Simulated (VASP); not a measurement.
# SiO2: cell size against the level of theory, part 3 of 4

How close do the usual functionals, with and without dispersion, come to the cell of SiO2? LASPH is on for some levels and off for others; the table marks which. The start is a cell from a database of measured crystal structures.

VASP 6.6.1, plane waves and PAW; the level of theory is named at each step.

So far. Step 3 (Relaxation with PBE): It ends at 13.43 Å³/atom, +6.7 % from the start, with -0.05 GPa left. The conventional cell has a = 5.033 and c = 5.509 Å. Step 4 (Relaxation with r2SCAN): It ends at 12.67 Å³/atom, +0.7 % from the start, with -0.07 GPa left. The conventional cell has a = 4.928 and c = 5.423 Å.

## (5) Relaxation with PBE + D3(BJ)

This step: PBE with D3(BJ); plane waves and PAW (Si, O) (VASP 6.6.1).

A dispersion term adds the long-range attraction that semilocal functionals lack. D3 with Becke-Johnson damping keeps a finite attraction at short range.

Contents of INCAR:

```
SYSTEM = SiO2
PREC = Accurate
ENCUT = 560
EDIFF = 1E-06
NELM = 100
ISMEAR = -1
SIGMA = 0.05
LREAL = .FALSE.
ALGO = Normal
GGA = PE
IVDW = 12
NBANDS = 33
LORBIT = 11
LWAVE = .FALSE.
LCHARG = .FALSE.
KPAR = 8
IBRION = 2
NSW = 60
ISIF = 3
EDIFFG = -0.01
```

Contents of POSCAR:

```
SiO2
1.0
    4.9163600000      0.0000000000      0.0000000000
   -2.4581800000      4.2576926541      0.0000000000
    0.0000000000      0.0000000000      5.4084000000
Si O
3 6
Direct
    0.4697300000      0.0000000000      0.6666666667
    0.0000000000      0.4697300000      0.3333333333
    0.5302700000      0.5302700000      0.0000000000
    0.4135400000      0.2675800000      0.7855800000
    0.7324200000      0.1459600000      0.4522466667
    0.8540400000      0.5864600000      0.1189133333
    0.2675800000      0.4135400000      0.2144200000
    0.1459600000      0.7324200000      0.5477533333
    0.5864600000      0.8540400000      0.8810866667
```

Contents of KPOINTS:

```
Automatic mesh
0
Gamma
5 5 4
0 0 0
```

PAW data sets: Si and O (PBE family, release 64).

On the command line:

```sh
mpirun -np 8 vasp_std
```

The program printed:

```text
[... set-up lines as in an earlier step ...]
 entering main loop
       N       E                     dE             d eps       ncg     rms          rms(c)
[... 14 cycles as in an earlier step ...]
   1 F= -.72320654E+02 E0= -.72320654E+02  d E =-.723207E+02
[... from here on, the cycles between the ionic steps are left out ...]
   2 F= -.72272155E+02 E0= -.72272155E+02  d E =0.484983E-01
   3 F= -.72365651E+02 E0= -.72365651E+02  d E =-.449973E-01
   5 F= -.72365824E+02 E0= -.72365824E+02  d E =-.174685E-03
   7 F= -.72366209E+02 E0= -.72366209E+02  d E =-.312715E-03
   9 F= -.72367032E+02 E0= -.72367032E+02  d E =-.113550E-02
  11 F= -.72367518E+02 E0= -.72367518E+02  d E =-.351310E-03
  13 F= -.72368100E+02 E0= -.72368100E+02  d E =-.422367E-03
  15 F= -.72370075E+02 E0= -.72370075E+02  d E =-.239775E-02
  17 F= -.72370369E+02 E0= -.72370369E+02  d E =-.294111E-03
  19 F= -.72370579E+02 E0= -.72370579E+02  d E =-.209923E-03
  21 F= -.72370733E+02 E0= -.72370733E+02  d E =-.154005E-03
  23 F= -.72370758E+02 E0= -.72370758E+02  d E =-.236155E-04
  24 F= -.72370766E+02 E0= -.72370766E+02  d E =-.311448E-04
[...]
reached required accuracy - stopping structural energy minimisation
```

Wall time 1.7 min (8 MPI ranks of AMD EPYC 9R45, shared host); peak memory 2.4 GiB; 12 min of CPU time.

From OUTCAR (step 5):

```text
 Edisp (eV)   -1.28123

 Edisp (eV)   -1.28115

  Total      -0.02042    -0.02042    -0.07294    -0.00000    -0.00000     0.00000
  in kB      -0.28786    -0.28786    -1.02806    -0.00000    -0.00000     0.00000
  external pressure =       -0.53 kB  Pullay stress =        0.00 kB

 POSITION                                       TOTAL-FORCE (eV/Angst)
 -----------------------------------------------------------------------------------
      2.29195     -0.00000      3.62009        -0.006220     -0.000000      0.000000
     -1.14598      1.98489      1.81005         0.003110     -0.005386      0.000000
      1.31232      2.27300     -0.00000         0.003110      0.005386      0.000000
      1.34541      1.16558      4.23725         0.002767     -0.003686     -0.001781
      3.23447      0.58237      2.42721         0.001808      0.004239     -0.001781
      2.79501      2.50995      0.61716        -0.004575     -0.000554     -0.001781
      0.33671      1.74795      1.19289        -0.004575      0.000554      0.001781
     -1.11289      3.09232      3.00294         0.002767      0.003686      0.001781
      0.77617      3.67552      4.81298         0.001808     -0.004239      0.001781
 -----------------------------------------------------------------------------------
    total drift:                               -0.000001     -0.000002     -0.000000

  FREE ENERGIE OF THE ION-ELECTRON SYSTEM (eV)
  ---------------------------------------------------
  free  energy   TOTEN  =       -72.3707658776 eV

  energy  without entropy=      -72.3707658775  energy(sigma->0) =      -72.37076588

[... 2 parts as in an earlier step ...]

[... 2 further parts left out ...]
[key lines of the parts left out:]
E-fermi :   2.1900
```

The steps of the relaxation (22 of 24):

```tsv
step	energy less that of the first step (eV)	largest force (eV/Å)	pressure (GPa)	volume (Å³)
1	0.0000	0.3569	4.86	113.21
2	0.0485	0.4023	-6.53	119.58
3	-0.0450	0.0430	-0.13	115.76
4	-0.0450	0.0477	-0.03	115.71
5	-0.0452	0.0827	-0.06	115.63
6	-0.0452	0.0551	-0.05	115.65
8	-0.0462	0.0305	-0.17	115.44
9	-0.0464	0.0532	-0.35	115.12
10	-0.0465	0.0364	-0.26	115.25
11	-0.0469	0.0364	-0.05	115.02
12	-0.0470	0.0392	0.19	114.77
13	-0.0474	0.0385	0.16	114.70
14	-0.0485	0.0370	0.07	114.49
15	-0.0494	0.0643	-0.14	114.08
16	-0.0497	0.0297	-0.08	113.93
17	-0.0497	0.0322	-0.07	113.92
19	-0.0499	0.0191	0.16	113.68
20	-0.0501	0.0125	0.05	113.68
21	-0.0501	0.0162	-0.01	113.69
22	-0.0501	0.0172	-0.03	113.69
23	-0.0501	0.0178	-0.06	113.67
24	-0.0501	0.0062	-0.05	113.68
```

```tsv
conventional cell, symmetrised	before	after	change
a (Å)	4.916	4.917	+0.0 %
b (Å)	4.916	4.917	+0.0 %
c (Å)	5.408	5.430	+0.4 %
volume (Å³/atom)	12.58	12.63	+0.4 %
```

The atoms that moved most (Å, as changes of fractional coordinates times the final cell):

```tsv
atom	dx	dy	dz	length
O6	0.038	0.013	-0.029	0.049
O9	-0.008	0.039	0.029	0.049
O7	0.038	-0.013	0.029	0.049
O4	-0.030	0.026	-0.029	0.049
O8	-0.030	-0.026	0.029	0.049
O5	-0.008	-0.039	-0.029	0.049
Si3	0.009	0.015	0.000	0.018
Si1	-0.018	0.000	0.000	0.018
```

The relaxed structure:

```xyz
9
Lattice="4.9166 0.0000 0.0000 -2.4583 4.2579 0.0000 0.0000 0.0000 5.4301" Properties=species:S:1:pos:R:3 pbc="T T T"
Si    2.2920    0.0000    3.6201
Si   -1.1460    1.9849    1.8100
Si    1.3123    2.2730    0.0000
O     1.3454    1.1656    4.2373
O     3.2345    0.5824    2.4272
O     2.7950    2.5099    0.6172
O     0.3367    1.7479    1.1929
O    -1.1129    3.0923    3.0029
O     0.7762    3.6755    4.8130
```

It ends at 12.63 Å³/atom, +0.4 % from the start, with -0.05 GPa left. The conventional cell has a = 4.917 and c = 5.430 Å. Against plain PBE, the dispersion term moves a by -2.3 % and c by -1.4 %.

## (6) Relaxation with r2SCAN + rVV10

This step: r2SCAN with rVV10; plane waves and PAW (Si, O) (VASP 6.6.1).

LUSE_VDW switches on a nonlocal correlation term for dispersion.

INCAR: that of step 5 with these lines changed.

```diff
@@ -9,4 +9,8 @@
 ALGO = Normal
-GGA = PE
-IVDW = 12
+METAGGA = R2SCAN
+LUSE_VDW = .TRUE.
+IVDW_NL = 2
+BPARAM = 11.95
+CPARAM = 0.0093
+LASPH = .TRUE.
 NBANDS = 33
```

POSCAR is that of step 5.

KPOINTS is that of step 5.

On the command line:

```sh
mpirun -np 8 vasp_std
```

The program printed:

```text
[banner, memory and clock lines left out]
running    8 mpi-ranks, on    1 nodes
[...]
[... a notice as in an earlier step ...]

|                                                                             |
|               ----> ADVICE to this user running VASP <----                  |
|                                                                             |
|     You have switched on vdW-DFT.                                           |
|     This routine was written and supplied by Jiri Klimes. We recommend      |
|     that you carefully read and cite the following publications:            |
|       J. Klimes, D.R. Bowler, A. Michelides                                 |
|          J. Phys.: Cond Matt. 22 022201 (2010)                              |
|       J. Klimes, D.R. Bowler, A. Michelides                                 |
|          Phys. Rev. B. 83, 195131 (2011)                                    |
|     and references therein.                                                 |
[...]
Total rVV10 correction in eV:      1.4797520    52.1207607
Total rVV10 correction in eV:      1.4797520    52.1207607
Total rVV10 correction in eV:      1.4797520    52.1207607
Total rVV10 correction in eV:      1.4797520    52.1207607
   1 F= -.87953639E+02 E0= -.87953639E+02  d E =-.879536E+02
[... from here on, the cycles between the ionic steps are left out ...]
   2 F= -.87951551E+02 E0= -.87951551E+02  d E =0.208822E-02
   3 F= -.87955961E+02 E0= -.87955961E+02  d E =-.232251E-02
   5 F= -.87956887E+02 E0= -.87956887E+02  d E =-.925796E-03
   7 F= -.87958247E+02 E0= -.87958247E+02  d E =-.136018E-02
   9 F= -.87962295E+02 E0= -.87962295E+02  d E =-.540775E-02
  11 F= -.87963158E+02 E0= -.87963158E+02  d E =-.627129E-02
  13 F= -.87967081E+02 E0= -.87967081E+02  d E =-.392269E-02
  15 F= -.87967658E+02 E0= -.87967658E+02  d E =-.449978E-02
  17 F= -.87969459E+02 E0= -.87969459E+02  d E =-.180105E-02
  19 F= -.87970085E+02 E0= -.87970085E+02  d E =-.242671E-02
  21 F= -.87970338E+02 E0= -.87970338E+02  d E =-.253310E-03
  23 F= -.87970401E+02 E0= -.87970401E+02  d E =-.612846E-04
  24 F= -.87970554E+02 E0= -.87970554E+02  d E =-.214489E-03
  25 F= -.87970722E+02 E0= -.87970722E+02  d E =-.382009E-03
[...]
reached required accuracy - stopping structural energy minimisation
```

Wall time 17 min (8 MPI ranks); peak memory 4.3 GiB.

Parts of OUTCAR (step 6):

```text
  Total        0.0484662      0.0484662      0.0044235      0.0000000      0.0000000      0.0000000
  in kB        0.7038237      0.7038237      0.0642377      0.0000000      0.0000000      0.0000000
  external PRESSURE =       0.4906284 kB  Pullay stress =       0.0000000 kB

 POSITION                                       TOTAL-FORCE (eV/Angst)
 -----------------------------------------------------------------------------------
      2.25573      0.00000      3.58735        -0.004876      0.000000      0.000000
     -1.12787      1.95352      1.79367         0.002438     -0.004222      0.000000
      1.30498      2.26030     -0.00000         0.002438      0.004222     -0.000000
      1.32263      1.17042      4.18595        -0.002686      0.001054     -0.004888
      3.19077      0.56022      2.39228         0.000430     -0.002853     -0.004888
      2.78515      2.48318      0.59861         0.002256      0.001799     -0.004888
      0.35230      1.73064      1.19506         0.002256     -0.001799      0.004888
     -1.11022      3.04340      2.98874        -0.002686     -0.001054      0.004888
      0.75792      3.65360      4.78241         0.000430      0.002853      0.004888
 -----------------------------------------------------------------------------------
    total drift:                                0.000001      0.000002      0.000000

  FREE ENERGIE OF THE ION-ELECTRON SYSTEM (eV)
  ---------------------------------------------------
  free  energy   TOTEN  =       -87.9707215831 eV

  energy  without entropy=      -87.9707215830  energy(sigma->0) =      -87.97072158

[... 2 parts as in an earlier step ...]

[... 2 further parts left out ...]
[key lines of the parts left out:]
E-fermi :   1.9848
```

It ends at 12.26 Å³/atom, -2.5 % from the start, with 0.05 GPa left. The conventional cell has a = 4.866 and c = 5.381 Å. Against plain r2SCAN, the dispersion term moves a by -1.3 % and c by -0.8 %.

## (7) Relaxation with BLYP + D3(BJ)

This step: BLYP with D3(BJ); plane waves and PAW (Si, O) (VASP 6.6.1).

BLYP comes from molecular chemistry and underbinds dense solids.

INCAR: that of step 6 with these lines changed.

```diff
@@ -9,8 +9,12 @@
 ALGO = Normal
-METAGGA = R2SCAN
-LUSE_VDW = .TRUE.
-IVDW_NL = 2
-BPARAM = 11.95
-CPARAM = 0.0093
-LASPH = .TRUE.
+GGA = B5
+ALDAX = 1
+AGGAX = 1
+AGGAC = 1
+ALDAC = 0
+IVDW = 12
+VDW_S6 = 1
+VDW_S8 = 2.6996
+VDW_A1 = 0.4298
+VDW_A2 = 4.2359
 NBANDS = 33
```

POSCAR is that of step 6.

KPOINTS is that of step 6.

On the command line:

```sh
mpirun -np 8 vasp_std
```

The program printed:

```text
[banner, memory and clock lines left out]
running    8 mpi-ranks, on    1 nodes
[...]
[... a notice as in an earlier step ...]

 [... a notice as in an earlier step ...]

 LDA part: xc-table for (Slater(with rela. corr.)+VWN5), standard interpolation
 POSCAR, INCAR and KPOINTS ok, starting setup
[...]
entering main loop
       N       E                     dE             d eps       ncg     rms          rms(c)
DAV:   1     0.294546118075E+03    0.29455E+03   -0.26513E+04  1122   0.143E+03
DAV:   2    -0.603422217080E+02   -0.35489E+03   -0.34409E+03  1469   0.318E+02
DAV:   3    -0.792888203538E+02   -0.18947E+02   -0.18867E+02  1412   0.779E+01
DAV:   4    -0.794955902959E+02   -0.20677E+00   -0.20659E+00  1404   0.919E+00
[...]
DAV:  11    -0.682308396969E+02    0.28121E-04   -0.42343E-04  1412   0.131E-01    0.270E-02
DAV:  12    -0.682308420062E+02   -0.23093E-05   -0.10305E-05  1380   0.188E-02    0.110E-02
DAV:  13    -0.682308425656E+02   -0.55931E-06   -0.22972E-06  1100   0.914E-03
   1 F= -.70830523E+02 E0= -.70830523E+02  d E =-.708305E+02
[... from here on, the cycles between the ionic steps are left out ...]
   2 F= -.70784719E+02 E0= -.70784719E+02  d E =0.458039E-01
   3 F= -.70879152E+02 E0= -.70879152E+02  d E =-.486293E-01
   5 F= -.70880966E+02 E0= -.70880966E+02  d E =-.181365E-02
   7 F= -.70882720E+02 E0= -.70882720E+02  d E =-.369586E-03
   9 F= -.70885688E+02 E0= -.70885688E+02  d E =-.333719E-02
  11 F= -.70891287E+02 E0= -.70891287E+02  d E =-.893619E-02
  13 F= -.70892374E+02 E0= -.70892374E+02  d E =-.107427E-02
  15 F= -.70899038E+02 E0= -.70899038E+02  d E =-.773829E-02
  17 F= -.70900495E+02 E0= -.70900495E+02  d E =-.919537E-02
  19 F= -.70903810E+02 E0= -.70903810E+02  d E =-.331540E-02
  21 F= -.70904316E+02 E0= -.70904316E+02  d E =-.382113E-02
  23 F= -.70904807E+02 E0= -.70904807E+02  d E =-.490578E-03
  25 F= -.70905077E+02 E0= -.70905077E+02  d E =-.270725E-03
  27 F= -.70905102E+02 E0= -.70905102E+02  d E =-.295658E-03
  29 F= -.70905388E+02 E0= -.70905388E+02  d E =-.533719E-04
  30 F= -.70905396E+02 E0= -.70905396E+02  d E =-.615993E-04
[...]
reached required accuracy - stopping structural energy minimisation
```

The job ended after 6 min (8 MPI ranks; peak memory 2.5 GiB).

Parts of OUTCAR (step 7):

```text
 Edisp (eV)   -2.66245

 Edisp (eV)   -2.66180

  Total      -0.00458    -0.00458    -0.01415    -0.00000     0.00000     0.00000
  in kB      -0.06589    -0.06589    -0.20356    -0.00000     0.00000     0.00000
  external pressure =       -0.11 kB  Pullay stress =        0.00 kB

 POSITION                                       TOTAL-FORCE (eV/Angst)
 -----------------------------------------------------------------------------------
      2.25259      0.00000      3.60107        -0.009914     -0.000000      0.000000
     -1.12630      1.95080      1.80054         0.004957     -0.008585     -0.000000
      1.31326      2.27463      0.00000         0.004957      0.008585      0.000000
      1.30934      1.18501      4.18813         0.006050      0.000258     -0.000247
      3.19818      0.54141      2.38760        -0.003248      0.005111     -0.000247
      2.81114      2.49900      0.58706        -0.002802     -0.005369     -0.000247
      0.37158      1.72643      1.21348        -0.002802      0.005369      0.000247
     -1.13021      3.04042      3.01401         0.006050     -0.000258      0.000247
      0.75863      3.68402      4.81455        -0.003248     -0.005111      0.000247
 -----------------------------------------------------------------------------------
    total drift:                               -0.000002     -0.000003      0.000000

  FREE ENERGIE OF THE ION-ELECTRON SYSTEM (eV)
  ---------------------------------------------------
  free  energy   TOTEN  =       -70.9053961351 eV

  energy  without entropy=      -70.9053961351  energy(sigma->0) =      -70.90539614

[... 2 parts as in an earlier step ...]

[... 2 further parts left out ...]
[key lines of the parts left out:]
E-fermi :   2.6654
```

It ends at 12.37 Å³/atom, -1.6 % from the start, with -0.01 GPa left. The conventional cell has a = 4.879 and c = 5.402 Å.

## (8) Relaxation with optB88-vdW

This step: optB88-vdW; plane waves and PAW (Si, O) (VASP 6.6.1).

optB88-vdW pairs nonlocal correlation with a B88-type exchange refitted to the binding of molecular dimers.

Contents of INCAR:

```
SYSTEM = SiO2
PREC = Accurate
ENCUT = 560
EDIFF = 1E-06
NELM = 100
ISMEAR = -1
SIGMA = 0.05
LREAL = .FALSE.
ALGO = Normal
GGA = BO
AGGAC = 0
LUSE_VDW = .TRUE.
PARAM1 = 0.1833333333
PARAM2 = 0.22
LASPH = .TRUE.
NBANDS = 33
LORBIT = 11
LWAVE = .FALSE.
LCHARG = .FALSE.
KPAR = 8
IBRION = 2
NSW = 60
ISIF = 3
EDIFFG = -0.01
```

POSCAR is that of step 7.

KPOINTS is that of step 7.

On the command line:

```sh
mpirun -np 8 vasp_std
```

The program printed:

```text
[banner, memory and clock lines left out]
running    8 mpi-ranks, on    1 nodes
[...]
[... a notice as in an earlier step ...]

 [... a notice as in an earlier step ...]

 [... a notice as in an earlier step ...]

 LDA part: xc-table for (Slater+PW92), standard interpolation
 POSCAR, INCAR and KPOINTS ok, starting setup
[...]
entering main loop
       N       E                     dE             d eps       ncg     rms          rms(c)
DAV:   1     0.303231187491E+03    0.30323E+03   -0.26443E+04  1122   0.143E+03
DAV:   2    -0.494179523226E+02   -0.35265E+03   -0.34171E+03  1477   0.316E+02
DAV:   3    -0.683400886828E+02   -0.18922E+02   -0.18842E+02  1403   0.776E+01
DAV:   4    -0.685448502349E+02   -0.20476E+00   -0.20457E+00  1396   0.911E+00
[...]
DAV:  11    -0.578568319644E+02    0.42095E-04   -0.57249E-04  1396   0.147E-01    0.266E-02
DAV:  12    -0.578568345967E+02   -0.26324E-05   -0.13720E-05  1372   0.219E-02    0.107E-02
DAV:  13    -0.578568352153E+02   -0.61851E-06   -0.36601E-06  1276   0.110E-02
[...]
5 F= -.57910843E+02 E0= -.57910843E+02  d E =-.571706E-03
   6 F= -.57910847E+02 E0= -.57910847E+02  d E =-.576048E-03
   7 F= -.57911151E+02 E0= -.57911151E+02  d E =-.303298E-03
   8 F= -.57912018E+02 E0= -.57912018E+02  d E =-.117027E-02
   9 F= -.57913557E+02 E0= -.57913557E+02  d E =-.270975E-02
  10 F= -.57915845E+02 E0= -.57915845E+02  d E =-.499737E-02
  11 F= -.57917230E+02 E0= -.57917230E+02  d E =-.638271E-02
  12 F= -.57918178E+02 E0= -.57918178E+02  d E =-.948100E-03
  13 F= -.57918671E+02 E0= -.57918671E+02  d E =-.144060E-02
  14 F= -.57919565E+02 E0= -.57919565E+02  d E =-.894543E-03
  15 F= -.57921048E+02 E0= -.57921048E+02  d E =-.237710E-02
  16 F= -.57921130E+02 E0= -.57921130E+02  d E =-.245972E-02
  17 F= -.57921634E+02 E0= -.57921634E+02  d E =-.503864E-03
  18 F= -.57921692E+02 E0= -.57921692E+02  d E =-.561806E-03
  19 F= -.57921825E+02 E0= -.57921825E+02  d E =-.132410E-03
  20 F= -.57922049E+02 E0= -.57922049E+02  d E =-.356456E-03
  21 F= -.57922066E+02 E0= -.57922066E+02  d E =-.373473E-03
  22 F= -.57922152E+02 E0= -.57922152E+02  d E =-.865847E-04
 trial-energy change:   -0.000087  1 .order   -0.000086   -0.000144   -0.000028
 step:   0.5206(harm=  0.5206)  dis= 0.00090  next Energy=   -57.922155 (dE=-0.897E-04)
 reached required accuracy - stopping structural energy minimisation
```

Elapsed: 11 min, on 8 MPI ranks; peak memory 5.1 GiB.

From OUTCAR (step 8):

```text
  Total        0.0576226      0.0576226     -0.0192535      0.0000000      0.0000000      0.0000000
  in kB        0.8202641      0.8202641     -0.2740758      0.0000000      0.0000000      0.0000000
  external PRESSURE =       0.4554841 kB  Pullay stress =       0.0000000 kB

 POSITION                                       TOTAL-FORCE (eV/Angst)
 -----------------------------------------------------------------------------------
      2.26808      0.00000      3.61404         0.008460      0.000000     -0.000000
     -1.13404      1.96422      1.80702        -0.004230      0.007327     -0.000000
      1.31410      2.27610     -0.00000        -0.004230     -0.007327     -0.000000
      1.32626      1.18081      4.21301        -0.002092     -0.005631      0.003164
      3.21055      0.55817      2.40599         0.005923      0.001004      0.003164
      2.80763      2.50134      0.59897        -0.003831      0.004627      0.003164
      0.35948      1.73897      1.20805        -0.003831     -0.004627     -0.003164
     -1.12189      3.05950      3.01507        -0.002092      0.005631     -0.003164
      0.76241      3.68214      4.82210         0.005923     -0.001004     -0.003164
 -----------------------------------------------------------------------------------
    total drift:                               -0.000002     -0.000003      0.000000

  FREE ENERGIE OF THE ION-ELECTRON SYSTEM (eV)
  ---------------------------------------------------
  free  energy   TOTEN  =       -57.9221523006 eV

  energy  without entropy=      -57.9221523005  energy(sigma->0) =      -57.92215230

[... 2 parts as in an earlier step ...]

[... 2 further parts left out ...]
[key lines of the parts left out:]
E-fermi :   2.0286
```

It ends at 12.51 Å³/atom, -0.6 % from the start, with 0.05 GPa left. The conventional cell has a = 4.896 and c = 5.421 Å.

(Continued in part 4 of 4.)

[Lines on the potential files, build, host, timing and source positions are cut from VASP's logs without a mark.]

[Logs are printed without paths, hosts, clocks, repeated set-up lines and the standing remarks that a program may print on its own settings, such as how far it seeks lower states.]

[Hosts, paths, dates, database ids (printed as entryN), source tags and the programs' standing remarks are cut or masked in the printed files.]

[A measured line is paired with the nearest computed mode of its activity, which favours agreement.]
